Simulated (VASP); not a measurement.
Level of theory: LDA (Ceperley-Alder, Perdew-Zunger), VASP's LDA PAW potentials (set 64) (plane waves; VASP).

The input files of a VASP run:

KPOINTS:
```
Automatic mesh
0
Gamma
12 12 12
0 0 0
```

INCAR:
```
LCHARG = .False.
ISMEAR = 0   ! Gaussian
EDIFF = 1E-6
LREAL = .False.   ! projection in real space or not
ALGO = Normal
ENCUT = 300   ! plane-wave cut-off (eV)
SYSTEM = Sn2Pt
LASPH = .True.   ! aspherical one-centre terms
ISIF = 2
PREC = Accurate
SIGMA = 0.272   ! width (eV)
LMAXMIX = 6
LWAVE = .False.
NELM = 100   ! most electronic steps
```

POSCAR:
```
Sn2Pt
3.2430950
  0.0000000000   1.0000000000   1.0000000000
  1.0000000000   0.0000000000   1.0000000000
  1.0000000000   1.0000000000   0.0000000000
Sn Pt
2 1
Cart
  1.5000000000   1.5000000000   1.5000000000
  0.5000000000   0.5000000000   0.5000000000
  0.0000000000   0.0000000000   0.0000000000
```

POTCAR, in this order: Sn_d Pt (LDA.64 set). Program: vasp_std.

Output

File OSZICAR:
```
       N       E                     dE             d eps       ncg     rms          rms(c)
DAV:   1     0.280434455675E+03    0.28043E+03   -0.14334E+04  3419   0.181E+03
DAV:   2     0.103658120609E+02   -0.27007E+03   -0.26451E+03  3543   0.446E+02
DAV:   3    -0.176452246152E+02   -0.28011E+02   -0.27760E+02  4026   0.144E+02
DAV:   4    -0.183308773416E+02   -0.68565E+00   -0.68511E+00  3712   0.255E+01
DAV:   5    -0.183541980874E+02   -0.23321E-01   -0.23319E-01  5002   0.415E+00    0.777E+00
DAV:   6    -0.180143482296E+02    0.33985E+00   -0.15205E+00  3466   0.802E+00    0.355E+00
DAV:   7    -0.179177070659E+02    0.96641E-01   -0.22116E-01  4019   0.413E+00    0.224E+00
DAV:   8    -0.178832364439E+02    0.34471E-01   -0.77795E-02  3952   0.203E+00    0.259E-01
DAV:   9    -0.178825861412E+02    0.65030E-03   -0.50351E-03  4255   0.801E-01    0.190E-01
DAV:  10    -0.178825549947E+02    0.31147E-04   -0.82318E-04  4023   0.329E-01    0.337E-02
DAV:  11    -0.178825516178E+02    0.33769E-05   -0.71460E-05  3863   0.641E-02    0.945E-03
DAV:  12    -0.178825509037E+02    0.71411E-06   -0.12022E-05  4356   0.439E-02    0.516E-03
DAV:  13    -0.178825510982E+02   -0.19453E-06   -0.69945E-07  2475   0.529E-03
   1 F= -.17882551E+02 E0= -.17861089E+02  d E =-.429241E-01
```

### OUTCAR
```
------------------------ aborting loop because EDIFF is reached ----------------------------------------
  FORCE on cell =-STRESS in cart. coord.  units (eV):
  Direction    XX          YY          ZZ          XY          YZ          ZX
  --------------------------------------------------------------------------------------
  Total       -1.7524270     -1.7524270     -1.7524270     -0.0000000      0.0000000     -0.0000000
  in kB      -41.1567925    -41.1567925    -41.1567925     -0.0000000      0.0000000     -0.0000000
  external PRESSURE =     -41.1567925 kB  Pullay stress =       0.0000000 kB
  volume of cell :       68.22
      direct lattice vectors                 reciprocal lattice vectors
     0.000000000  3.243095000  3.243095000    -0.154173714  0.154173714  0.154173714
     3.243095000  0.000000000  3.243095000     0.154173714 -0.154173714  0.154173714
     3.243095000  3.243095000  0.000000000     0.154173714  0.154173714 -0.154173714
 POSITION                                       TOTAL-FORCE (eV/Angst)
 -----------------------------------------------------------------------------------
      4.86464      4.86464      4.86464         0.000000      0.000000      0.000000
      1.62155      1.62155      1.62155        -0.000000     -0.000000     -0.000000
      0.00000      0.00000      0.00000         0.000000      0.000000     -0.000000
 -----------------------------------------------------------------------------------
    total drift:                                0.000000      0.000000      0.000000
  FREE ENERGIE OF THE ION-ELECTRON SYSTEM (eV)
  ---------------------------------------------------
  free  energy   TOTEN  =       -17.8825510982 eV

  energy  without entropy=      -17.8396270151  energy(sigma->0) =      -17.86108906
```
(Selected blocks of OUTCAR.)

At this cut-off the stress carries a Pulay error, which pulls relaxed volumes low.

The structure comes from a computed database's Sn2Pt entry; how it stands against other phases isn't given here. The cell was not relaxed at this level.
